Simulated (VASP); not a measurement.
# Sr: Sr into a neighbouring Sr vacancy, part 2 of 5

Aim: the barrier for one hop in Sr: Sr into a neighbouring Sr vacancy.

VASP 6.6.1; PBEsol; plane waves and PAW (Sr_sv).

So far. Step 2 (Relax the host): The run ended after 4 ionic steps, 0.013 eV below its first step, once forces and stress met EDIFFG = -0.02. Step 3 (Relax the host again, on a new basis): The start already met the threshold, so nothing moved.

## 4. Relax the start

System of this step: Sr. The cell holds 31 atoms: 31 Sr. Cell: a = 11.838 Å, b = 11.838 Å, c = 11.838 Å, α = 90.0°, β = 90.0°, γ = 90.0°. It derives from Sr. Nearest the centre at fractional (0.625, 0.125, 0.000): Sr1 at 2.11 Å, Sr2 at 3.61 Å, Sr12 at 3.63 Å, Sr8 at 3.65 Å, Sr23 at 3.66 Å, Sr3 at 4.67 Å, Sr4 at 4.67 Å, Sr5 at 4.68 Å.

A path needs two true minima; the start is relaxed with symmetry off.

File INCAR:

```
SYSTEM = Sr
PREC = Normal
ENCUT = 280
EDIFF = 1E-05
NELM = 120
ISMEAR = 1
SIGMA = 0.15
LREAL = Auto
ALGO = Fast
GGA = PS
NBANDS = 180
LORBIT = 11
LWAVE = .FALSE.
LCHARG = .FALSE.
KPAR = 6
IBRION = 2
NSW = 60
ISIF = 2
EDIFFG = -0.05
POTIM = 0.4
MAXMIX = 40
ISYM = 0
```

File POSCAR:

```
Sr
1.0
   11.8380366960      0.0000000000      0.0000000000
    0.0000000000     11.8380366960      0.0000000000
    0.0000000000      0.0000000000     11.8380366960
Sr
31
Direct
    0.7505838539      0.2513880987      0.0005582633
    0.7477983558      0.0015295710      0.2507541362
   -0.0009071660      0.0009817812      0.0006159339
    0.2504969278      0.2500480185      0.0009236548
    0.4987557834      0.4997247686     -0.0008145258
    0.7510117323      0.7500671093     -0.0004940967
    0.2486789896     -0.0004345184      0.2500137560
    0.4995343773      0.2521862811      0.2517008299
    0.7454195741      0.4968085700      0.2497047279
    0.4992867222      0.0003609433      0.5003671587
    0.7535780236      0.2481212750      0.4993620479
    0.7534512000      0.0010925849      0.7511202252
   -0.0008683980      0.4972156275      0.0002829266
    0.2501841760      0.7479264263     -0.0011542905
   -0.0001217156      0.2484038711      0.2498339759
    0.2501613156      0.5000601219      0.2491446358
    0.5010031192      0.7515055992      0.2505420634
   -0.0013823749      0.0012361041      0.4991528325
    0.2514853149      0.2481892480      0.5015449643
    0.4999661034      0.4978902770      0.4994696765
    0.7500914041      0.7504608726      0.4983406233
    0.2481291272      0.0003371919      0.7492114408
    0.5003978795      0.2512831849      0.7472144243
    0.7504297809      0.5020690035      0.7494973375
   -0.0013698464      0.7512708929      0.2504281901
    0.0015135670      0.4994167686      0.4974965135
    0.2498141402      0.7492467870      0.5013098858
    0.0003271368      0.2472447302      0.7479808086
    0.2514931345      0.5011484422      0.7489183285
    0.4999982281      0.7507527829      0.7507913548
    0.0014803843      0.7504333246      0.7498397904
```

File KPOINTS:

```
Automatic mesh
0
Monkhorst-Pack
2 2 2
0 0 0
```

The projector-augmented-wave data sets are Sr_sv (PBE family, release 64).

Launch:

```sh
> mpirun -np 6 vasp_std
```

The log of the run:

```text
[banner, memory and clock lines left out]
running    6 mpi-ranks, on    1 nodes
 distrk:  each k-point on    1 cores,    6 groups
 distr:  one band on    1 cores,    1 groups

 POSCAR found type information on POSCAR Sr
 POSCAR found :  1 types and      31 ions
 [... a notice as in an earlier step ...]

 [... a notice as in an earlier step ...]

 LDA part: xc-table for (Slater+PW92), standard interpolation
 POSCAR, INCAR and KPOINTS ok, starting setup
 FFT: planning ... GRIDC
 FFT: planning ... GRID_SOFT
 FFT: planning ... GRID
 WAVECAR not read
 entering main loop
       N       E                     dE             d eps       ncg     rms          rms(c)
DAV:   1     0.165078685943E+04    0.16508E+04   -0.11087E+05  1776   0.936E+02
DAV:   2     0.141856845384E+03   -0.15089E+04   -0.14802E+04  1584   0.282E+02
DAV:   3    -0.358926143616E+02   -0.17775E+03   -0.17449E+03  2112   0.563E+01
DAV:   4    -0.550584305159E+02   -0.19166E+02   -0.18945E+02  2176   0.192E+01
DAV:   5    -0.565273643705E+02   -0.14689E+01   -0.14616E+01  1952   0.402E+00    0.682E+01
RMM:   6    -0.559774338488E+02    0.54993E+00   -0.17870E+00  1776   0.224E+00    0.378E+01
RMM:   7    -0.559337999160E+02    0.43634E-01   -0.15156E+00  1784   0.227E+00    0.423E+00
RMM:   8    -0.559542233667E+02   -0.20423E-01   -0.48724E-01  2030   0.717E-01    0.162E+00
RMM:   9    -0.559504848703E+02    0.37385E-02   -0.13450E-01  1872   0.454E-01    0.683E-01
RMM:  10    -0.559552589920E+02   -0.47741E-02   -0.58691E-02  2109   0.208E-01    0.342E-01
RMM:  11    -0.559566736175E+02   -0.14146E-02   -0.26162E-02  2546   0.134E-01    0.203E-01
WARNING in EDDRMM: call to ZHEGV failed, returncode =   8  4    130
RMM:  12    -0.559579378984E+02   -0.12643E-02   -0.16294E-02  2465   0.908E-02    0.140E-01
RMM:  13    -0.559588168111E+02   -0.87891E-03   -0.90541E-03  2412   0.619E-02    0.485E-02
RMM:  14    -0.559594577562E+02   -0.64095E-03   -0.65526E-03  2306   0.457E-02    0.550E-02
RMM:  15    -0.559599038536E+02   -0.44610E-03   -0.45861E-03  1912   0.353E-02    0.353E-02
RMM:  16    -0.559602623917E+02   -0.35854E-03   -0.36018E-03  1740   0.301E-02    0.359E-02
RMM:  17    -0.559605372752E+02   -0.27488E-03   -0.28479E-03  1498   0.230E-02    0.119E-02
RMM:  18    -0.559607669813E+02   -0.22971E-03   -0.23471E-03  1269   0.189E-02    0.129E-02
RMM:  19    -0.559609556707E+02   -0.18869E-03   -0.19263E-03  1103   0.155E-02    0.195E-02
RMM:  20    -0.559611136925E+02   -0.15802E-03   -0.16185E-03  1072   0.138E-02    0.201E-02
RMM:  21    -0.559612481316E+02   -0.13444E-03   -0.13781E-03   987   0.117E-02    0.245E-02
RMM:  22    -0.559613609885E+02   -0.11286E-03   -0.11723E-03   865   0.106E-02    0.251E-02
RMM:  23    -0.559614604416E+02   -0.99453E-04   -0.10216E-03   689   0.949E-03    0.277E-02
RMM:  24    -0.559615467050E+02   -0.86263E-04   -0.88238E-04   608   0.878E-03    0.314E-02
RMM:  25    -0.559616220611E+02   -0.75356E-04   -0.78110E-04   616   0.826E-03    0.328E-02
RMM:  26    -0.559616892299E+02   -0.67169E-04   -0.68376E-04   508   0.770E-03    0.361E-02
RMM:  27    -0.559617488587E+02   -0.59629E-04   -0.61261E-04   528   0.736E-03    0.384E-02
RMM:  28    -0.559618023810E+02   -0.53522E-04   -0.54463E-04   508   0.700E-03    0.412E-02
RMM:  29    -0.559618501409E+02   -0.47760E-04   -0.48913E-04   486   0.669E-03    0.435E-02
RMM:  30    -0.559618934758E+02   -0.43335E-04   -0.44385E-04   507   0.645E-03    0.456E-02
RMM:  31    -0.559619324006E+02   -0.38925E-04   -0.40002E-04   502   0.616E-03    0.474E-02
RMM:  32    -0.559619675041E+02   -0.35103E-04   -0.36227E-04   488   0.588E-03    0.490E-02
RMM:  33    -0.559619994921E+02   -0.31988E-04   -0.33008E-04   503   0.569E-03    0.504E-02
RMM:  34    -0.559620284621E+02   -0.28970E-04   -0.30197E-04   496   0.540E-03    0.515E-02
RMM:  35    -0.559620542375E+02   -0.25775E-04   -0.27408E-04   523   0.525E-03    0.521E-02
RMM:  36    -0.559620773536E+02   -0.23116E-04   -0.25333E-04   571   0.509E-03    0.521E-02
RMM:  37    -0.559620973442E+02   -0.19991E-04   -0.22888E-04   613   0.494E-03    0.511E-02
RMM:  38    -0.559621170023E+02   -0.19658E-04   -0.21525E-04   521   0.466E-03    0.509E-02
RMM:  39    -0.559621343601E+02   -0.17358E-04   -0.19181E-04   539   0.452E-03    0.505E-02
RMM:  40    -0.559621517163E+02   -0.17356E-04   -0.18290E-04   464   0.430E-03    0.510E-02
RMM:  41    -0.559621674318E+02   -0.15715E-04   -0.16379E-04   460   0.419E-03    0.515E-02
RMM:  42    -0.559621831178E+02   -0.15686E-04   -0.15658E-04   422   0.402E-03    0.528E-02
RMM:  43    -0.559621955001E+02   -0.12382E-04   -0.14066E-04   486   0.404E-03    0.524E-02
RMM:  44    -0.559622091229E+02   -0.13623E-04   -0.13530E-04   413   0.383E-03    0.536E-02
RMM:  45    -0.559622197605E+02   -0.10638E-04   -0.11906E-04   433   0.381E-03    0.534E-02
RMM:  46    -0.559622267192E+02   -0.69587E-05   -0.12132E-04   725   0.420E-03    0.496E-02
RMM:  47    -0.559622357791E+02   -0.90599E-05   -0.10218E-04   478   0.365E-03    0.491E-02
RMM:  48    -0.559622455646E+02   -0.97855E-05   -0.10238E-04   426   0.350E-03    0.495E-02
RMM:  49    -0.559622540946E+02   -0.85300E-05   -0.87855E-05   406   0.343E-03
   1 F= -.55962254E+02 E0= -.55961280E+02  d E =-.559623E+02
 curvature:   0.00 expect dE= 0.000E+00 dE for cont linesearch  0.000E+00
 trial: gam= 0.00000 g(F)=  0.425E-02 g(S)=  0.000E+00 ort = 0.000E+00 (trialstep = 0.100E+01)
 search vector abs. value=  0.425E-02
 bond charge predicted
       N       E                     dE             d eps       ncg     rms          rms(c)
DAV:   1    -0.559654503237E+02   -0.32048E-02   -0.41619E-01  1648   0.144E+00    0.181E-01
RMM:   2    -0.559662523339E+02   -0.80201E-03   -0.10180E-02  1598   0.241E-01    0.144E-01
RMM:   3    -0.559663691426E+02   -0.11681E-03   -0.14805E-03  2495   0.818E-02    0.158E-01
RMM:   4    -0.559668706541E+02   -0.50151E-03   -0.11068E-03  2454   0.461E-02    0.278E-01
RMM:   5    -0.559667515834E+02    0.11907E-03   -0.34535E-04  2360   0.305E-02    0.258E-01
RMM:   6    -0.559668485264E+02   -0.96943E-04   -0.21925E-04  2232   0.226E-02    0.281E-01
RMM:   7    -0.559668942739E+02   -0.45748E-04   -0.13870E-04  2258   0.177E-02    0.298E-01
RMM:   8    -0.559670346890E+02   -0.14042E-03   -0.14922E-04  1840   0.142E-02    0.326E-01
RMM:   9    -0.559670939020E+02   -0.59213E-04   -0.10199E-04  1273   0.104E-02    0.337E-01
RMM:  10    -0.559671296317E+02   -0.35730E-04   -0.46163E-05   991   0.759E-03    0.341E-01
RMM:  11    -0.559671393095E+02   -0.96778E-05   -0.33578E-05   958   0.577E-03
   2 F= -.55967139E+02 E0= -.55966057E+02  d E =-.488521E-02
[...]
WARNING in EDDRMM: call to ZHEGV failed, returncode =   6  3    134
WARNING in EDDRMM: call to ZHEGV failed, returncode =   8  4    141
[...]
3 F= -.55976139E+02 E0= -.55974935E+02  d E =-.138846E-01
 curvature:  -2.97 expect dE=-0.551E-02 dE for cont linesearch -0.535E-02
 ZBRENT: increasing intervall
 opt :  10.0000  next Energy=   -55.984344 (dE=-0.221E-01)
 bond charge predicted
       N       E                     dE             d eps       ncg     rms          rms(c)
DAV:   1    -0.559566525117E+02    0.19487E-01   -0.14949E+01  1472   0.862E+00    0.934E-01
RMM:   2    -0.559791618277E+02   -0.22509E-01   -0.32022E-01  1577   0.141E+00    0.272E-01
RMM:   3    -0.559828266885E+02   -0.36649E-02   -0.46512E-02  2496   0.479E-01    0.274E-01
RMM:   4    -0.559844223420E+02   -0.15957E-02   -0.17850E-02  2496   0.247E-01    0.241E-01
RMM:   5    -0.559852542000E+02   -0.83186E-03   -0.81832E-03  2559   0.159E-01    0.241E-01
RMM:   6    -0.559856836795E+02   -0.42948E-03   -0.42197E-03  2568   0.111E-01    0.224E-01
RMM:   7    -0.559858927964E+02   -0.20912E-03   -0.20958E-03  2348   0.750E-02    0.224E-01
RMM:   8    -0.559861050567E+02   -0.21226E-03   -0.12588E-03  2392   0.605E-02    0.214E-01
RMM:   9    -0.559861018139E+02    0.32428E-05   -0.66219E-04  2356   0.446E-02    0.173E-01
RMM:  10    -0.559860805279E+02    0.21286E-04   -0.38329E-04  2207   0.324E-02    0.146E-01
RMM:  11    -0.559860449115E+02    0.35616E-04   -0.24716E-04  2242   0.260E-02    0.115E-01
RMM:  12    -0.559859904281E+02    0.54483E-04   -0.20429E-04  2325   0.221E-02    0.709E-02
RMM:  13    -0.559859662027E+02    0.24225E-04   -0.21289E-04  2305   0.208E-02    0.209E-02
RMM:  14    -0.559859770942E+02   -0.10892E-04   -0.14316E-04  1622   0.141E-02    0.869E-03
RMM:  15    -0.559859828333E+02   -0.57390E-05   -0.74410E-05  1139   0.104E-02
   4 F= -.55985983E+02 E0= -.55984135E+02  d E =-.237287E-01
 curvature:  -4.56 expect dE=-0.184E-02 dE for cont linesearch -0.511E-03
 trial: gam=-0.06773 g(F)=  0.403E-03 g(S)=  0.000E+00 ort = 0.690E-03 (trialstep = 0.280E+01)
 search vector abs. value=  0.329E-03
 reached required accuracy - stopping structural energy minimisation
```

Wall time 3.5 min (6 MPI ranks of Intel Xeon 6975P-C (Granite Rapids), shared host); peak memory 3.4 GiB.

OUTCAR, selected parts (step 4):

```text
 Found      4 irreducible k-points:

   k-points           NKPTS =      4   k-points in BZ     NKDIM =      4   number of bands    NBANDS=    180

   dimension x,y,z NGX =    48 NGY =   48 NGZ =   48
   dimension x,y,z NGXF=    96 NGYF=   96 NGZF=   96

   ENCUT  =  280.0 eV  20.58 Ry    4.54 a.u.  16.15 16.15 16.15*2*pi/ulx,y,z

   NELECT =     310.0000    total number of electrons

 E-fermi :   1.5161

 k-point     1 :       0.2500    0.2500    0.2500
  band No.  band energies     occupation
    ...
    152       1.3765      2.03284
    153       1.3827      2.01910
    154       1.4823      1.37090
    155       1.4834      1.35917
    156       1.4921      1.26759
    157       1.7553     -0.04665
    158       1.7820     -0.03100
    159       1.7829     -0.03056
    160       1.8235     -0.01359
    161       1.8247     -0.01324
    ...

 k-point     2 :      -0.2500    0.2500    0.2500
  band No.  band energies     occupation
    ...
    152       1.3762      2.03333
    153       1.3826      2.01934
    154       1.4828      1.36615
    155       1.4833      1.36118
    156       1.4925      1.26240
    157       1.7554     -0.04660
    158       1.7820     -0.03100
    159       1.7831     -0.03045
    160       1.8236     -0.01358
    161       1.8240     -0.01344
    ...

  Total       -2.3295612     -2.3136928     -2.3368894      0.0133891     -0.0081835     -0.0239410
  in kB       -2.2498091     -2.2344839     -2.2568864      0.0129307     -0.0079033     -0.0231214
  external PRESSURE =      -2.2470598 kB  Pullay stress =       0.0000000 kB

  energy-cutoff  :      280.00
  volume of cell :     1658.97
      direct lattice vectors                 reciprocal lattice vectors
    11.838036696  0.000000000  0.000000000     0.084473467  0.000000000  0.000000000
     0.000000000 11.838036696  0.000000000     0.000000000  0.084473467  0.000000000
     0.000000000  0.000000000 11.838036696     0.000000000  0.000000000  0.084473467

 POSITION                                       TOTAL-FORCE (eV/Angst)
 -----------------------------------------------------------------------------------
      8.86667      2.96133     11.83342        -0.009380     -0.016326     -0.001511
      8.85340      0.01479      2.94659         0.004176     -0.015743     -0.011852
     11.83751      0.00551      0.00928        -0.002722     -0.003345     -0.011618
      2.97128      2.95061     11.83326         0.017254     -0.010955      0.003080
      5.91509      5.92036     11.82851         0.006393     -0.000208      0.004630
      8.87965      8.87969      0.00387        -0.013869      0.007523     -0.008828
      2.96259     11.83042      2.95483         0.020834      0.002099     -0.014455
      5.90800      2.95507      2.96886         0.003782     -0.010589     -0.025574
      8.85397      5.90805      2.95037         0.013599      0.008121     -0.003890
      5.92070      0.00197      5.92655        -0.001984     -0.003852     -0.008989
      8.88503      2.94824      5.91823        -0.019892     -0.002788     -0.000613
      8.88673      0.00014      8.88741        -0.013229     -0.000536      0.007034
     11.83524      5.90220      0.00202         0.004506      0.017647      0.001424
      2.95745      8.87488     11.83493         0.009456      0.017905      0.004104
      0.00426      2.94317      2.95319        -0.002498      0.003340     -0.014701
      2.96988      5.92229      2.95169         0.006540     -0.002905     -0.010019
      5.91791      8.88922      2.95122        -0.000632      0.003247     -0.012082
     11.83738     11.83274      5.90773        -0.002311      0.001734      0.006712
      2.96538      2.94492      5.91816         0.007661     -0.003196      0.000651
      5.92114      5.91571      5.91904        -0.004474      0.014695      0.004246
      8.87173      8.88797      5.91348        -0.007069      0.006459     -0.001755
      2.95313     11.83493      8.88555         0.027543      0.005661      0.007888
      5.93236      2.95806      8.87013        -0.016094     -0.020980      0.019668
      8.88009      5.92760      8.87317        -0.007008     -0.008282      0.016164
     11.82288      8.88666      2.94850         0.012867      0.000539     -0.006823
      0.00786      5.91170      5.89993        -0.010756      0.013549      0.014112
      2.96653      8.88526      5.92019         0.009321      0.006485     -0.006411
      0.00981      2.95346      8.87822        -0.015709     -0.008401      0.013627
      2.96757      5.91514      8.87856         0.006106      0.006359      0.009232
      5.92583      8.89793      8.88592        -0.008580     -0.002890      0.014042
      0.00751      8.88648      8.88069        -0.013833     -0.004363      0.012505
 -----------------------------------------------------------------------------------
    total drift:                               -0.001423     -0.004648     -0.012142

  FREE ENERGIE OF THE ION-ELECTRON SYSTEM (eV)
  ---------------------------------------------------
  free  energy   TOTEN  =       -55.9859828333 eV

  energy  without entropy=      -55.9804400422  energy(sigma->0) =      -55.98413524

 total charge
# of ion       s       p       d       tot
------------------------------------------
    1        2.068   5.667   0.140   7.876
    2        2.068   5.668   0.140   7.876
    3        2.067   5.672   0.148   7.886
    4        2.068   5.667   0.140   7.876
    5        2.066   5.672   0.147   7.886
    6        2.068   5.667   0.140   7.876
    7        2.068   5.667   0.141   7.876
    8        2.068   5.667   0.141   7.877
    9        2.066   5.672   0.146   7.883
   10        2.067   5.672   0.148   7.887
   11        2.066   5.672   0.146   7.883
   12        2.068   5.667   0.141   7.876
   13        2.066   5.671   0.146   7.883
   14        2.068   5.667   0.141   7.876
   15        2.066   5.672   0.146   7.883
   16        2.066   5.672   0.146   7.883
   17        2.068   5.667   0.140   7.876
   18        2.067   5.671   0.146   7.884
   19        2.066   5.672   0.146   7.883
   20        2.066   5.671   0.146   7.883
   21        2.066   5.672   0.145   7.883
   22        2.068   5.667   0.141   7.876
   23        2.068   5.667   0.141   7.876
   24        2.066   5.672   0.145   7.882
   25        2.066   5.672   0.145   7.883
   26        2.067   5.671   0.142   7.880
   27        2.066   5.672   0.146   7.883
   28        2.066   5.672   0.146   7.883
   29        2.066   5.672   0.145   7.883
   30        2.068   5.667   0.140   7.875
   31        2.066   5.672   0.145   7.883
--------------------------------------------------
tot         64.069 175.770   4.456 244.295

[... 1 part as in an earlier step ...]

[... 5 further parts left out ...]
```

Relaxation path:

```csv
step,energy less that of the first step (eV),largest force (eV/Å)
1,0.0000,0.1046
2,-0.0049,0.0963
3,-0.0139,0.0666
4,-0.0237,0.0330
```

The atoms that moved most (Å):

```csv
atom,dx,dy,dz,length
Sr9,0.030,0.027,-0.006,0.040
Sr11,-0.036,0.011,0.007,0.038
Sr28,0.006,0.027,0.024,0.036
Sr12,-0.033,-0.013,-0.004,0.035
Sr8,-0.006,-0.030,-0.011,0.033
Sr23,0.009,-0.017,0.025,0.031
Sr1,-0.019,-0.015,-0.011,0.026
Sr18,0.016,-0.020,-0.001,0.025
```

The relaxed structure:

```cif
data_structure
_symmetry_space_group_name_H-M 'P 1'
_symmetry_Int_Tables_number 1
_cell_length_a 11.8380
_cell_length_b 11.8380
_cell_length_c 11.8380
_cell_angle_alpha 90.000
_cell_angle_beta 90.000
_cell_angle_gamma 90.000
_cell_volume 1658.97
loop_
_atom_site_label
_atom_site_type_symbol
_atom_site_fract_x
_atom_site_fract_y
_atom_site_fract_z
_atom_site_occupancy
Sr1 Sr 0.74900 0.25015 0.99961 1
Sr2 Sr 0.74788 0.00125 0.24891 1
Sr3 Sr 0.99996 0.00047 0.00078 1
Sr4 Sr 0.25099 0.24925 0.99960 1
Sr5 Sr 0.49967 0.50011 0.99920 1
Sr6 Sr 0.75009 0.75010 0.00033 1
Sr7 Sr 0.25026 0.99936 0.24960 1
Sr8 Sr 0.49907 0.24962 0.25079 1
Sr9 Sr 0.74793 0.49907 0.24923 1
Sr10 Sr 0.50014 0.00017 0.50064 1
Sr11 Sr 0.75055 0.24905 0.49993 1
Sr12 Sr 0.75069 0.00001 0.75075 1
Sr13 Sr 0.99976 0.49858 0.00017 1
Sr14 Sr 0.24983 0.74969 0.99974 1
Sr15 Sr 0.00036 0.24862 0.24947 1
Sr16 Sr 0.25088 0.50028 0.24934 1
Sr17 Sr 0.49991 0.75090 0.24930 1
Sr18 Sr 0.99994 0.99955 0.49905 1
Sr19 Sr 0.25050 0.24877 0.49993 1
Sr20 Sr 0.50018 0.49972 0.50000 1
Sr21 Sr 0.74943 0.75080 0.49953 1
Sr22 Sr 0.24946 0.99974 0.75059 1
Sr23 Sr 0.50113 0.24988 0.74929 1
Sr24 Sr 0.75013 0.50072 0.74955 1
Sr25 Sr 0.99872 0.75069 0.24907 1
Sr26 Sr 0.00066 0.49938 0.49839 1
Sr27 Sr 0.25059 0.75057 0.50010 1
Sr28 Sr 0.00083 0.24949 0.74997 1
Sr29 Sr 0.25068 0.49967 0.75000 1
Sr30 Sr 0.50058 0.75164 0.75062 1
Sr31 Sr 0.00063 0.75067 0.75018 1
```

This step gave:

* electronic cycles: 96
* electrons: 310
* free energy (TOTEN): -55.9860 eV
* energy at zero smearing: -55.9841 eV
* Fermi energy: 1.516 eV

The run ended after 4 ionic steps, 0.024 eV below its first step, once the forces on the free atoms met EDIFFG = -0.05.

[end of part 2 of 5]

[Lines on the potential files, build, host, timing and source positions are cut from VASP's logs without a mark.]

[Logs are printed without paths, hosts, clocks, repeated set-up lines and the standing remarks that a program may print on its own settings, such as how far it seeks lower states.]

[Hosts, paths, dates, database ids (printed as entryN), source tags and the programs' standing remarks are cut or masked in the printed files.]

[Runs that stopped without an error message from VASP are left out.]
